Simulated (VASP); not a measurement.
Input:

```
TlBr
1.0
    3.84251     0.00000     0.00000
    0.00000     3.84251     0.00000
    0.00000     0.00000     3.84251
Tl Br
1 1
Cartesian
  0.00000   0.00000   0.00000
  1.92126   1.92126   1.92126
```

These are LDA (Ceperley-Alder, Perdew-Zunger), VASP's LDA PAW potentials (set 64) (plane waves; VASP 6.6.1) values and carry that method's errors. Run with 400 eV cut-off, 6×6×6 Γ-centred mesh, Gaussian smearing of 0.050 eV, potentials Tl_d Br.

Unless said otherwise, spin-orbit coupling is left out, though it shifts the bands of the heavy elements here.

Problem. Estimate the energy per atom (σ→0), band gap (on the k-mesh) with the smallest direct gap where there is one.

Solution. 
| Property | Result |
|---|---|
| band gap (on the k-mesh) | 1.35 eV |
| smallest direct gap (on the k-mesh) | 1.35 eV |
| energy per atom (σ→0) | -316.2 kJ/mol-atom |

Only differences to runs with the same potentials and settings are physical.

The compound is TlBr in the CsCl type structure. It was relaxed first, which changed the volume by -11 %. The start is the result of an earlier pass.
